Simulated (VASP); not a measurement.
GaP, 2 atoms in the cell. The structure is cubic, space group F-43m (No. 216). Conventional cell: a = 5.451 Å, b = 5.451 Å, c = 5.451 Å, α = 90.00°, β = 90.00°, γ = 90.00°. Ga (site symmetry -43m) has 4 P at 2.36 Å as nearest neighbours. P (site symmetry -43m) has 4 Ga at 2.36 Å as nearest neighbours. 

```yaml
Program: VASP 6.6.1
Task: relaxation of cell and atoms
Functional: r2SCAN
Dispersion: rVV10
Potentials_or_basis: VASP PAW PBE potentials, release 64 (Ga_d, P)
Cutoff: 520 eV
k_mesh: 10 × 10 × 10
Occupations: gaussian, width 0.02 eV
Spin: no spin polarisation
Further_INCAR_settings: ALGO = Normal; EDIFF = 1e-07; IBRION = 2; EDIFFG = -0.002; NSW = 80; ISIF = 3
```

Potentials or basis: VASP PAW PBE potentials, release 64 (Ga_d, P).

The run is started by

```bash
$ cat potpaw_PBE.64/Ga_d/POTCAR potpaw_PBE.64/P/POTCAR > POTCAR
$ mpirun -np 1 vasp_std > vasp.out
```

Hardware: 1 thread of Intel(R) Xeon(R) 6975P-C (Granite Rapids) (shared host).

Q: How long does it take, and how much memory?

A: Run time: 5.5 min on 1 thread of Intel(R) Xeon(R) 6975P-C (Granite Rapids) (shared host), peak memory 0.29 GiB. Counts: scf iterations 54, k points 47, ion steps 4.
